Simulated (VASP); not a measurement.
Calculation: PBE GGA + U (Dudarev), VASP's PBE PAW potentials (set 64) (plane waves; VASP).

Input for VASP

### POSCAR
```
NiO
1.0
  4.1800000000   2.0900000000   2.0900000000
  2.0900000000   4.1800000000   2.0900000000
  2.0900000000   2.0900000000   4.1800000000
Ni O
2 2
Cartesian
  0.0000000000   0.0000000000   0.0000000000
  4.1800000000   4.1800000000   4.1800000000
  2.0900000000   2.0900000000   2.0900000000
  6.2700000000   6.2700000000   6.2700000000
```

**INCAR**
```
SYSTEM = NiO
PREC = Accurate
ENCUT = 520
EDIFF = 1E-6
NELM = 100
ALGO = Normal
LREAL = .FALSE.
LASPH = .TRUE.
ISMEAR = 0
SIGMA = 0.05
GGA = PE
LMAXMIX = 4
ISPIN = 2
MAGMOM = 2.0 -2.0 0.0 0.0
LORBIT = 10
LWAVE = .FALSE.
LCHARG = .FALSE.
ISIF = 2
LDAU = .TRUE.
LDAUTYPE = 2
LDAUL = 2 -1
LDAUU = 1.0 0
LDAUJ = 0 0
LDAUPRINT = 1
```

File KPOINTS:
```
Automatic mesh
0
Gamma
8 8 8
0 0 0
```

POTCAR, in this order: Ni O (PBE.64 set). Program: vasp_std.

Output of the run:

File OSZICAR:
```
       N       E                     dE             d eps       ncg     rms          rms(c)
DAV:   1     0.257886078046E+03    0.25789E+03   -0.15943E+04  5272   0.211E+03
DAV:   2     0.417878129659E+01   -0.25371E+03   -0.23709E+03  5416   0.407E+02
DAV:   3    -0.253611358942E+02   -0.29540E+02   -0.28274E+02  5884   0.160E+02
DAV:   4    -0.262874587371E+02   -0.92632E+00   -0.92051E+00  5856   0.299E+01
DAV:   5    -0.263133237603E+02   -0.25865E-01   -0.25852E-01  6172   0.474E+00    0.207E+01
DAV:   6    -0.236203544020E+02    0.26930E+01   -0.45802E+01  8040   0.114E+02    0.218E+01
DAV:   7    -0.226169586309E+02    0.10034E+01   -0.66944E+00  6568   0.809E+01    0.969E+00
DAV:   8    -0.228590351257E+02   -0.24208E+00   -0.21134E+00  6352   0.131E+01    0.677E+00
DAV:   9    -0.228043618010E+02    0.54673E-01   -0.12788E-01  8340   0.106E+01    0.139E+00
DAV:  10    -0.228221011002E+02   -0.17739E-01   -0.72134E-02  7144   0.353E+00    0.527E-01
DAV:  11    -0.228218342356E+02    0.26686E-03   -0.55200E-03  7012   0.229E+00    0.105E-01
DAV:  12    -0.228221124500E+02   -0.27821E-03   -0.23066E-03  6692   0.497E-01    0.679E-02
DAV:  13    -0.228220954449E+02    0.17005E-04   -0.19039E-04  7824   0.180E-01    0.227E-02
DAV:  14    -0.228221040296E+02   -0.85847E-05   -0.37125E-05  5476   0.728E-02    0.240E-02
DAV:  15    -0.228221008012E+02    0.32284E-05   -0.59495E-06  5864   0.367E-02    0.105E-02
DAV:  16    -0.228221005679E+02    0.23336E-06   -0.83518E-06  6952   0.343E-02
   1 F= -.22822101E+02 E0= -.22822101E+02  d E =-.390872E-15  mag=     0.0000
```

### OUTCAR
```
------------------------ aborting loop because EDIFF is reached ----------------------------------------
  FORCE on cell =-STRESS in cart. coord.  units (eV):
  Direction    XX          YY          ZZ          XY          YZ          ZX
  --------------------------------------------------------------------------------------
  Total        0.4279253      0.4279253      0.4279253     -0.0445691     -0.0445691     -0.0445691
  in kB       18.7749897     18.7749897     18.7749897     -1.9554452     -1.9554452     -1.9554452
  external PRESSURE =      18.7749897 kB  Pullay stress =       0.0000000 kB
  volume of cell :       36.52
      direct lattice vectors                 reciprocal lattice vectors
     4.180000000  2.090000000  2.090000000     0.358851675 -0.119617225 -0.119617225
     2.090000000  4.180000000  2.090000000    -0.119617225  0.358851675 -0.119617225
     2.090000000  2.090000000  4.180000000    -0.119617225 -0.119617225  0.358851675
 POSITION                                       TOTAL-FORCE (eV/Angst)
 -----------------------------------------------------------------------------------
      0.00000      0.00000      0.00000         0.000000      0.000000     -0.000000
      4.18000      4.18000      4.18000         0.000000      0.000000     -0.000000
      2.09000      2.09000      2.09000        -0.000000     -0.000000      0.000000
      6.27000      6.27000      6.27000        -0.000000      0.000000      0.000000
 -----------------------------------------------------------------------------------
    total drift:                                0.000000     -0.000000     -0.000000
  FREE ENERGIE OF THE ION-ELECTRON SYSTEM (eV)
  ---------------------------------------------------
  free  energy   TOTEN  =       -22.8221005679 eV

  energy  without entropy=      -22.8221005679  energy(sigma->0) =      -22.82210057

 total charge

# of ion       s       p       d       tot
------------------------------------------
    1        0.331   0.404   8.256   8.991
    2        0.331   0.404   8.256   8.991
    3        1.559   3.423   0.000   4.982
    4        1.559   3.423   0.000   4.982
--------------------------------------------------
tot          3.780   7.653  16.513  27.946

 magnetization (x)

# of ion       s       p       d       tot
------------------------------------------
    1       -0.009  -0.013   1.469   1.447
    2        0.009   0.013  -1.469  -1.447
    3        0.000   0.000   0.000   0.000
    4        0.000   0.000   0.000   0.000
--------------------------------------------------
tot          0.000  -0.000   0.000  -0.000
```
(Selected blocks of OUTCAR.)

The compound is NiO in the rock salt, AFM-II order structure. The cell was not relaxed at this level. The run is one of a series of settings (LDAU = .TRUE., LDAUJ = 0 0, LDAUL = 2 -1, LDAUTYPE = 2, LDAUU = 1.0 0 against the base run), some of them coarse on purpose.
